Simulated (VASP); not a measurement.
Consider the following.

```xyz
3
Lattice="1.8559 -3.2146 0.0000 1.8559 3.2146 0.0000 0.0000 0.0000 6.3931" Properties=species:S:1:pos:R:3 pbc="T T T"
Pt     0.0000     0.0000     0.0000
Se     1.8559     1.0715     1.2951
Se     1.8559    -1.0715     5.0980
```

Computed with PBE GGA, VASP's PBE PAW potentials (set 64) (plane waves; VASP 6.6.1). Numerical set-up: 520 eV cut-off, 7×7×4 Γ-centred mesh, Gaussian smearing of 0.050 eV, potentials Pt Se.

Without a dispersion term in the relaxation, distances and binding between the weakly bound layers, chains or molecules are unreliable, and so is what depends on them.

Question: The ions and cell shape at fixed volume are relaxed. Predict the relaxed structure.

Answer: 
```xyz
3
Lattice="1.8753 -3.2482 0.0000 1.8753 3.2482 0.0000 0.0000 0.0000 6.2616" Properties=species:S:1:pos:R:3 pbc="T T T"
Pt     0.0000     0.0000     0.0000
Se     1.8753     1.0827     1.3064
Se     1.8753    -1.0827     4.9552
```
Space group P-3m1 (164), at a tolerance of 0.03 Å.

Question: How much energy does the relaxation gain?

Answer: The energy (σ→0) changes by -6.6 meV/atom, in 6 ionic steps.

The compound is PtSe2 in the 1T layered structure. This cell is one point of a volume scan, at 0.97 of the reference volume. Symmetry was kept, so distortions that lower it aren't found.
